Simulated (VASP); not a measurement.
Cost and result of VASP (PAW) for the bulk modulus of Hf (hcp). Static lattice, third-order Birch-Murnaghan fit over five volumes. The cost counts the five points of the equation of state, each on the mesh and cut-off of its row, so the ratios hold those differences too. With PBE it took about 8 core-minutes. The timings are rough (shared machines, no repeats); factors under 2 mean little.

Measured: 110 GPa at 0 K (as given by Vázquez-Parga, Fernández-Martínez, Viñes, J. Chem. Theory Comput. (2023), doi:10.1021/acs.jctc.3c00612, Supporting …; zero-point energy and finite temperature contributions removed).

```tsv
level	k-mesh	cut-off (eV)	bulk modulus (GPa)	error (%)	cost over PBE
PBE	13×13×7	520	109	-0.4	reference
PBE-D3 (zero damping)	13×13×7	520	112	+2.0	within a factor of 2
PBEsol	13×13×7	520	114	+4.3	within a factor of 2
LDA	13×13×8	520	123	+11.8	within a factor of 2
vdW-DF-cx	13×13×7	520	115	+4.5	within a factor of 2
r2SCAN	13×13×7	520	114	+3.7	about 7 times
```

Within 10 % of the measurement lie PBE, PBE-D3 (zero damping), PBEsol, vdW-DF-cx, r2SCAN; PBE, PBE-D3 (zero damping), PBEsol, vdW-DF-cx stand at the low end of their costs.

Left out are levels that failed, ran on another kind of processor or have no fit band path; at most nine are shown.

The compound is Hf in the hcp structure.
